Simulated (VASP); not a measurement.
An input for Quantum ESPRESSO's pw.x (written as the equivalent of a VASP run, and not itself run):

```
&CONTROL
  calculation = 'scf'
  pseudo_dir = './pseudo'
  outdir = './out'
  tprnfor = .true.
  tstress = .true.
/
&SYSTEM
  ibrav = 0
  nat = 2
  ntyp = 2
  ecutwfc = 82
  occupations = 'tetrahedra'
  input_dft = 'pw91'
/
&ELECTRONS
  conv_thr = 7.3e-09
  electron_maxstep = 100
/
ATOMIC_SPECIES
  Ag 107.868 Ag.upf
  Cl 35.450 Cl.upf
CELL_PARAMETERS angstrom
     0.0000000    2.7966636    2.7966636
     2.7966636    0.0000000    2.7966636
     2.7966636    2.7966636    0.0000000
ATOMIC_POSITIONS crystal
  Ag   0.0000000  0.0000000  0.0000000
  Cl   0.5000000  0.5000000  0.5000000
K_POINTS automatic
  9 9 9 0 0 0
```

**Question.** Translate this input to VASP (INCAR, KPOINTS, POSCAR, choice of POTCAR).

**Answer.** Several could match; the one computed here: 
**POSCAR**
```
AgCl
1.0
  0.0000000000   2.7966635702   2.7966635702
  2.7966635702   0.0000000000   2.7966635702
  2.7966635702   2.7966635702   0.0000000000
Ag Cl
1 1
Direct
  0.0000000000   0.0000000000   0.0000000000
  0.5000000000   0.5000000000   0.5000000000
```

File KPOINTS:
```
Automatic mesh
0
Gamma
9 9 9
0 0 0
```

INCAR:
```
ALGO  =  Normal
EDIFF  =  1E-7
ENCUT  =  520
GGA  =  91
ISIF  =  2
ISMEAR  =  -5
LASPH  =  .True.
LCHARG  =  .True.
LMAXMIX  =  4
LORBIT  =  11
LREAL  =  .False.
LWAVE  =  .False.
NEDOS  =  601
NELM  =  100
PREC  =  Accurate
SYSTEM  =  AgCl
```

POTCAR, in this order: Ag Cl (PBE.64 set). Program: vasp_std.

What does not carry over: the potentials are each code's own (VASP's PAW set, PseudoDojo norm-conserving files in pw.x), so ENCUT and ecutwfc are chosen apart and not converted; conv_thr bounds pw.x's estimated SCF error, while EDIFF bounds the energy change between steps.

The compound is AgCl in the rock salt structure. It was relaxed first.
